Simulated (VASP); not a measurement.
# Al2GaP3 (P1) in VASP: relaxation of cell and atoms with PBE

Aim: the relaxation of cell and atoms of Al2GaP3 with PBE.

Program: VASP 6.6.1. These are calculated values, not measurements. Logs are shortened: lines on timing, memory, paths and dates and some standing lists are left out, and cuts for length are marked.

## Step 1: The crystal as given

The typed cell holds 12 atoms: a = 16.876 Å, b = 8.584 Å, c = 8.501 Å, α = 153.49°, β = 153.34°, γ = 38.46°.

The cell was built by a generator and needn't be a form met in nature.

## Step 2: Relaxation of cell and atoms, PBE

The input, INCAR:

```
PREC     = Normal         # precision mode
ENCUT    = 520            # plane-wave cutoff, eV
EDIFF    = 1E-5           # SCF threshold, eV
ISMEAR   = 0              # smearing method
SIGMA    = 0.05           # smearing width, eV
LREAL    = Auto         
LASPH    = True           # aspherical terms in the spheres
NELM     = 80             # most SCF steps
ALGO     = Fast           # electronic algorithm
ISIF     = 3              # what is computed and relaxed
LWAVE    = False          # write WAVECAR
LCHARG   = False          # write CHGCAR
GGA      = PE             # functional
IBRION   = 2              # ionic algorithm
NSW      = 110            # ionic steps
EDIFFG   = -0.03          # ionic threshold
ISYM     = 0            
KPAR     = 8
```

The input, KPOINTS:

```
regular mesh
0
Gamma
  6 6 6
```

The input, POSCAR:

```
Al2GaP3
1.0
   -3.8431717900      3.7665170600     15.9947187500
    2.0500599000     -2.0761420000      8.0731712800
    1.8672714800      2.0218275900     -8.0428627900
Al Ga P
4 2 6
Direct
    0.1713309900      0.3371350300      0.0019997600
    0.6747933400      0.3631088400      0.0442173400
    0.3425776800      0.6629242200      0.0153841900
    0.8390165900      0.6373198100      0.9815342300
    0.9953544700      0.9955992400      0.9952550000
    0.5008319100      0.0113668000      0.0027214900
    0.4661829500      0.4206373300      0.5314446100
    0.9556655900      0.4149985800      0.4979107800
    0.2814644700      0.0911321100      0.4830534800
    0.8044058600      0.1065939000      0.5439782000
    0.1283647300      0.7555590500      0.5166208700
    0.6226073000      0.7683809500      0.5092856000
```

Potentials or basis: VASP PAW PBE potentials, release 64 (Al, Ga_d, P).

Started as:

```
$ cat potpaw_PBE.64/Al/POTCAR potpaw_PBE.64/Ga_d/POTCAR potpaw_PBE.64/P/POTCAR > POTCAR
$ mpirun -np 8 vasp_std > vasp.out
```

OUTCAR:

```text
PREC = Normal
   ENCUT = 520
   EDIFF = 1E-5
   ISMEAR = 0
   LREAL = Auto
   LASPH = True
   NELM = 80
   ISIF = 3
   GGA = PE
   IBRION = 2
   NSW = 110
   EDIFFG = -0.03
   ISYM = 0

 ion  position               nearest neighbor table
   1  0.171  0.337  0.002-   7 2.30   8 2.34  11 2.43  11 2.46
   2  0.675  0.363  0.044-   8 2.26  12 2.31   7 2.31  12 2.42
   3  0.343  0.663  0.015-  12 2.28   9 2.34   9 2.37  11 2.41
   4  0.839  0.637  0.982-  10 2.21  11 2.32  12 2.48  10 2.50
   5  0.995  0.996  0.995-   8 2.34   9 2.35   8 2.37  10 2.38
   6  0.501  0.011  0.003-  10 2.40   9 2.43   7 2.47   7 2.49
   7  0.466  0.421  0.531-   1 2.30   2 2.31   6 2.47   6 2.49
   8  0.956  0.415  0.498-   2 2.26   5 2.34   1 2.34   5 2.37
   9  0.281  0.091  0.483-   3 2.34   5 2.35   3 2.37   6 2.43
  10  0.804  0.107  0.544-   4 2.21   5 2.38   6 2.40   4 2.50
  11  0.128  0.756  0.517-   4 2.32   3 2.41   1 2.43   1 2.46
  12  0.623  0.768  0.509-   3 2.28   2 2.31   2 2.42   4 2.48

IMPORTANT INFORMATION: All symmetrisations will be switched off!
NOSYMM: (Re-)initialisation of all symmetry stuff for point group C_1.

----------------------------------------------------------------------------------------

                                     Primitive cell

  volume of cell :     245.7428

  direct lattice vectors                    reciprocal lattice vectors
    -3.843171790  3.766517060 15.994718750     0.001528284  0.128439764  0.032642205
     2.050059900 -2.076142000  8.073171280     0.254868636  0.004246802  0.060239152
     1.867271480  2.021827590 -8.042862790     0.258868350  0.259689008  0.001047374

  length of vectors
    16.875652523  8.584241709  8.500713584     0.132531589  0.261925204  0.366677380

  position of ions in fractional coordinates (direct lattice)
     0.171330990  0.337135030  0.001999760
     0.674793340  0.363108840  0.044217340
     0.342577680  0.662924220  0.015384190
     0.839016590  0.637319810  0.981534230
     0.995354470  0.995599240  0.995255000
     0.500831910  0.011366800  0.002721490
     0.466182950  0.420637330  0.531444610
     0.955665590  0.414998580  0.497910780
     0.281464470  0.091132110  0.483053480
     0.804405860  0.106593900  0.543978200
     0.128364730  0.755559050  0.516620870
     0.622607300  0.768380950  0.509285600

  ion indices of the primitive-cell ions
   primitive index   ion index
                 1           1
                 2           2
                 3           3
                 4           4
                 5           5
                 6           6
                 7           7
                 8           8
                 9           9
                10          10
                11          11
                12          12

----------------------------------------------------------------------------------------

 KPOINTS: regular mesh

Automatic generation of k-mesh.
 Grid dimensions read from file:
 generate k-points for:    6    6    6

 Generating k-lattice:

  Cartesian coordinates                     Fractional coordinates (reciprocal lattice)
     0.000254714  0.021406627  0.005440368     0.166666667 -0.000000000  0.000000000
     0.042478106  0.000707800  0.010039859     0.000000000  0.166666667  0.000000000
     0.043144725  0.043281501  0.000174562    -0.000000000  0.000000000  0.166666667

  Length of vectors
     0.022088598  0.043654201  0.061112897

  Shift w.r.t. Gamma in fractional coordinates (k-lattice)
     0.000000000  0.000000000  0.000000000

 Subroutine IBZKPT returns following result:
 ===========================================

 Found    112 irreducible k-points:

 Following reciprocal coordinates:
            Coordinates               Weight
  0.000000  0.000000  0.000000      1.000000
  0.166667  0.000000  0.000000      2.000000
  0.333333 -0.000000  0.000000      2.000000
  0.500000 -0.000000  0.000000      1.000000
  0.000000  0.166667  0.000000      2.000000
  0.166667  0.166667 -0.000000      2.000000
[... 16 lines left out ...]
  0.333333 -0.000000  0.166667      2.000000
  0.500000  0.000000  0.166667      2.000000
 [... further k-points ...]
   k-points           NKPTS =    112   k-points in BZ     NKDIM =    112   number of bands    NBANDS=     41
   number of dos      NEDOS =    301   number of ions     NIONS =     12
   total plane-waves  NPLWV = 221184
   dimension x,y,z NGX =    96 NGY =   48 NGZ =   48
   dimension x,y,z NGXF=   192 NGYF=   96 NGZF=   96
   ions per type =               4   2   6
   NGX,Y,Z   is equivalent  to a cutoff of   9.46,  9.30,  9.39 a.u.
   NGXF,Y,Z  is equivalent  to a cutoff of  18.91, 18.59, 18.77 a.u.
 SYSTEM =  unknown system
   PREC   = normal    normal or accurate (medium, high low for compatibility)
   ISTART =      0    job   : 0-new  1-cont  2-samecut
   ICHARG =      2    charge: 1-file 2-atom 10-const
   ISPIN  =      1    spin polarized calculation?
   LNONCOLLINEAR =      F non collinear calculations
   LSORBIT =      F    spin-orbit coupling
   LASPH  =      T    aspherical Exc in radial PAW
   ENCUT  =  520.0 eV  38.22 Ry    6.18 a.u.  31.38 15.96 15.81*2*pi/ulx,y,z
   NELM   =     80;   NELMIN=  2; NELMDL= -5     # of ELM steps
   EDIFF  = 0.1E-04   stopping-criterion for ELM
   LREAL  =      T    real-space projection
   EDIFFG = -.3E-01   stopping-criterion for IOM
   NSW    =    110    number of steps for IOM
   IBRION =      2    ionic relax: 0-MD 1-quasi-New 2-CG
   NFREE  =      1    steps in history (QN), initial steepest desc. (CG)
   ISIF   =      3    stress and relaxation
   ISYM   =      0    0-nonsym 1-usesym 2-fastsym
   POTIM  = 0.5000    time-step for ionic-motion
   TEBEG  =    0.0;   TEEND  =   0.0 temperature during run
   PSTRESS=    0.0 pullay stress
   NELECT =      68.0000    total number of electrons
   NUPDOWN=      -1.0000    fix difference up-down
   EMIN   =  10.00;   EMAX   =-10.00  energy-range for DOS
   EFERMI =   0.00;   METHOD = LEGACY
   ISMEAR =     0;   SIGMA  =   0.05  broadening in eV -4-tet -1-fermi 0-gaus
   EFERMI_NEDOS =   21; number of points for ismear=-14 and -15
   IALGO  =     68    algorithm
   IMIX   =      4    mixing-type and parameters
     AMIX     =   0.40;   BMIX     =  1.00
     AMIX_MAG =   1.60;   BMIX_MAG =  1.00
  volume/ion in A,a.u.               =      20.48       138.20
  Fermi-wavevector in a.u.,A,eV,Ry     =   1.066803  2.015965 15.484360  1.138068
  Thomas-Fermi vector in A             =   2.202399
   LORBIT       =      0    0 simple, 1 ext, 2 COOP (PROOUT), +10 PAW based schemes
   GGA     = PE    functional components
   LHFCALC =     F    Hartree Fock is set to
   AEXX    =    0.0000 exact exchange contribution
   IVDW    =     0    specifies the selected vdW correction
   LEPSILON=     F    determine dielectric tensor
   LRPA    =     F    only Hartree local field effects (RPA)
 conjugate gradient relaxation of ions
 non-spin polarized calculation
 RMM-DIIS sequential band-by-band and
 Gauss-broadening in eV      SIGMA  =   0.05
  energy-cutoff  :      520.00
  volume of cell :      245.74
 maximum number of plane-waves:      6640
   NGX = 63   NGY = 31   NGZ = 31

--------------------------------------- Ionic step        1  -------------------------------------------

 number of electron      68.0000038 magnetization

 Free energy of the ion-electron system (eV)
  ---------------------------------------------------
  ext. energy  EPLUGINS =         0.00000000
  ---------------------------------------------------
  free energy    TOTEN  =       -58.99246619 eV

  energy without entropy =      -58.99246619  energy(sigma->0) =      -58.99246619

------------------------ aborting loop because EDIFF is reached ----------------------------------------

  FORCE on cell =-STRESS in cart. coord.  units (eV):
  Direction    XX          YY          ZZ          XY          YZ          ZX
  --------------------------------------------------------------------------------------
  -------------------------------------------------------------------------------------
  Total        1.0359043      3.8088031      5.1044733      1.5299894      4.0745822     -0.0356137
  in kB        6.7538180     24.8323729     33.2797943      9.9751200     26.5651811     -0.2321917
  external PRESSURE =      21.6219951 kB  Pullay stress =       0.0000000 kB
[... 119 lines left out ...]
  FREE ENERGIE OF THE ION-ELECTRON SYSTEM (eV)
  ---------------------------------------------------
  free  energy   TOTEN  =       -59.5815039169 eV

  energy  without entropy=      -59.5815039169  energy(sigma->0) =      -59.58150392

[... ionic steps 4 to 17 ...]

--------------------------------------- Ionic step       18  -------------------------------------------

 number of electron      67.9999987 magnetization

------------------------ aborting loop because EDIFF is reached ----------------------------------------

  FORCE on cell =-STRESS in cart. coord.  units (eV):
  Direction    XX          YY          ZZ          XY          YZ          ZX
  --------------------------------------------------------------------------------------
  -------------------------------------------------------------------------------------
  Total        0.0251360     -0.1466350     -0.1040601      0.0019542     -0.0092725     -0.0030706
  in kB        0.1607684     -0.9378697     -0.6655630      0.0124991     -0.0593065     -0.0196396
  external PRESSURE =      -0.4808881 kB  Pullay stress =       0.0000000 kB
[... 77 lines left out ...]
  energy  without entropy=      -59.7309302118  energy(sigma->0) =      -59.73093021

--------------------------------------- Ionic step       20  -------------------------------------------

 number of electron      67.9999989 magnetization

 Free energy of the ion-electron system (eV)
  ---------------------------------------------------
  ext. energy  EPLUGINS =         0.00000000
  ---------------------------------------------------
  free energy    TOTEN  =       -59.73119322 eV

  energy without entropy =      -59.73119322  energy(sigma->0) =      -59.73119322

 E-fermi :   4.5868     XC(G=0):  -9.3078

 val. band max:        4.3545740376   @ k =   0.0000   0.0000   0.0000
 cond. band min:       5.9965282322   @ k =  -0.0000  -0.0000   0.5000
 fundamental gap:      1.6419541946
 Fermi energy:         4.5868074400

 k-point     1 :       0.0000    0.0000    0.0000
  band No.  band energies     occupation
      1      -9.9254      2.00000
      2      -9.9066      2.00000
      3      -9.8784      2.00000
      4      -9.8450      2.00000
      5      -9.8444      2.00000
      6      -9.8423      2.00000
[... 1045 lines left out ...]
     40       7.9194      0.00000
     41       8.3457      0.00000

 [... further k-points ...]

------------------------ aborting loop because EDIFF is reached ----------------------------------------

  FORCE on cell =-STRESS in cart. coord.  units (eV):
  Direction    XX          YY          ZZ          XY          YZ          ZX
  --------------------------------------------------------------------------------------
  -------------------------------------------------------------------------------------
  Total        0.0870042      0.1323177      0.1279541      0.0077127     -0.0027929     -0.0071042
  in kB        0.5569815      0.8470681      0.8191330      0.0493747     -0.0178794     -0.0454795
  external PRESSURE =       0.7410608 kB  Pullay stress =       0.0000000 kB
[... 27 lines left out ...]
  FREE ENERGIE OF THE ION-ELECTRON SYSTEM (eV)
  ---------------------------------------------------
  free  energy   TOTEN  =       -59.7311932185 eV

  energy  without entropy=      -59.7311932185  energy(sigma->0) =      -59.73119322

 reached required accuracy - stopping structural energy minimisation
```

Wall time 38 min (8 MPI ranks of Intel Xeon 6975P-C (Granite Rapids), shared host); peak memory 1.1 GiB.

Results:

```
Free energy                            : -59.7312 eV
Relaxed volume                         : 20.86 Å³/atom
Relaxed cell                           : a = 17.385 Å, b = 8.694 Å, c = 8.693 Å, α = 154.10°, β = 154.11°, γ = 36.95°
Space group after relaxing (to 0.05 Å) : I-4m2 (No. 119)
Energy gained by relaxing              : 61.6 meV/atom
Ionic steps                            : 20
Pressure after relaxing                : 0.1 GPa
Largest force after relaxing           : 0.019 eV/Å
Band gap on the k mesh                 : 1.64 eV, indirect (least direct gap 1.83 eV)
```

Forces in eV/Å, atoms in the order of the input:
```
Al   0.006 -0.001 -0.006
Al   0.001  0.003  0.004
Al  -0.003  0.004  0.002
Al   0.002 -0.008 -0.017
Ga   0.005  0.011 -0.004
Ga  -0.005 -0.006 -0.009
P    0.000 -0.006 -0.002
P    0.000  0.008  0.001
P   -0.004  0.000  0.016
P   -0.004  0.000  0.007
P    0.005 -0.003 -0.001
P   -0.003 -0.001  0.010
```

Step by step:
```csv
step,energy change (eV),largest force (eV/Å),pressure (GPa),volume (Å³)
1,0.0000,2.1817,2.16,245.74
2,-0.5847,0.6558,-1.67,255.61
3,-0.5890,0.6523,-1.35,254.71
4,-0.7037,0.2810,0.21,249.74
5,-0.7053,0.2925,0.32,249.13
6,-0.7241,0.1328,0.06,250.17
7,-0.7256,0.1185,-0.01,250.50
8,-0.7257,0.1292,-0.04,250.59
9,-0.7293,0.1004,-0.07,250.61
10,-0.7294,0.1069,-0.07,250.62
11,-0.7323,0.0911,0.01,250.27
12,-0.7334,0.0845,0.12,249.98
13,-0.7336,0.0801,0.12,249.86
14,-0.7361,0.0545,0.06,250.32
15,-0.7369,0.0504,-0.06,250.59
16,-0.7370,0.0844,-0.18,251.11
17,-0.7372,0.0668,-0.12,250.85
18,-0.7385,0.0352,-0.05,250.50
19,-0.7385,0.0378,-0.02,250.47
20,-0.7387,0.0185,0.07,250.27
```

Final structure:
```xyz
12
Lattice="-3.8950 3.8909 16.4907 1.9498 -1.9494 8.2454 1.9471 1.9491 -8.2451" Properties=species:S:1:pos:R:3 pbc="T T T"
Al    0.0158    0.0202    5.5059
Al   -1.9282    1.9608   13.7418
Al    0.0227    0.0134   10.9939
Al   -1.9274    1.9651   19.2491
Ga    0.0223    0.0181    0.0008
Ga   -1.9246    1.9701    8.2528
P     0.0233    1.9690    6.8727
P    -1.9250    3.9074   15.1117
P     0.0222    1.9660    1.3805
P    -1.9277    3.9159    9.6348
P     1.9649    0.0213    4.1318
P     0.0208    1.9609   12.3685
```

A k mesh can miss the band edges.
